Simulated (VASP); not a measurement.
Given:

```xyz
2
Lattice="0.0000 2.4107 2.4107 2.4107 0.0000 2.4107 2.4107 2.4107 0.0000" Properties=species:S:1:pos:R:3 pbc="T T T"
Cd     0.0000     0.0000     0.0000
O      2.4107     2.4107     2.4107
```

Calculation: revPBE GGA, VASP's PBE PAW potentials (set 64) (plane waves; VASP). Run with 520 eV cut-off, 15×15×15 Γ-centred mesh, tetrahedra with Blöchl corrections, potentials Cd O.

### Question
Estimate the energy per atom (σ→0), band gap (on the k-mesh) with the smallest direct gap where there is one.

### Answer

| Item | Value |
|---|---|
| band gap (on the k-mesh) | none (metal, semimetal or under 0.01 eV) |
| energy per atom (σ→0) | -3.525 eV/atom |

Total energies compare only between runs with the same potentials, cut-off and functional.

The compound is CdO in the rock salt structure. It was relaxed first, which changed the volume by +8 %.
